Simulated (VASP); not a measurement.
```xyz
2
Lattice="1.6301 -2.8234 0.0000 1.6301 2.8234 0.0000 0.0000 0.0000 5.2081" Properties=species:S:1:pos:R:3 pbc="T T T"
Zr     1.6301     0.9411     1.3020
Zr     1.6301    -0.9411     3.9061
```

Calculation: RPBE GGA, VASP's PBE PAW potentials (set 64) (plane waves; VASP 6.6.1). Numerical set-up: 520 eV cut-off, Gaussian smearing of 0.050 eV, potentials Zr_sv.

Give the energies of bands 9 to 15 at the high-symmetry points, in eV from the Fermi level.

```tsv
band	Γ	M	K	A	L	H
9	-5.63	-2.49	-2.02	-3.96	-2.81	-1.41
10	-2.98	-2.49	-1.37	-3.96	-2.81	-1.41
11	0.84	-2.09	-1.37	0.00	-1.04	-1.27
12	0.84	-0.31	-1.15	0.00	-1.04	-1.27
13	0.95	0.54	0.23	0.75	1.48	-0.10
14	0.99	0.71	0.23	0.75	1.48	-0.10
15	1.50	1.37	1.72	0.75	2.14	1.97
```

It has no gap at this level: it comes out as a metal or semimetal.

The compound is Zr in the hcp structure. It was relaxed first.
